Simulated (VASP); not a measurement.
```
RbBr
1.0
    0.00000     3.60738     3.60738
    3.60738     0.00000     3.60738
    3.60738     3.60738     0.00000
Rb Br
1 1
Direct
  0.00000   0.00000   0.00000
  0.50000   0.50000   0.50000
```

Level of theory: revPBE GGA, VASP's PBE PAW potentials (set 64) (plane waves; VASP). Numerical set-up: 520 eV cut-off, 6×6×6 Γ-centred mesh, Gaussian smearing of 0.050 eV, potentials Rb_sv Br.

### Question
Estimate the energy per atom (σ→0), band gap (on the k-mesh) with the smallest direct gap where there is one.

### Answer

```json
{
  "band gap (on the k-mesh)": "4.29 eV",
  "smallest direct gap (on the k-mesh)": "4.29 eV",
  "energy per atom (σ→0)": "-2909 meV/atom"
}
```

The absolute energy has meaning only against runs of the same code, potentials and settings.

The compound is RbBr in the rock salt structure. It was relaxed first, which changed the volume by +15 %.
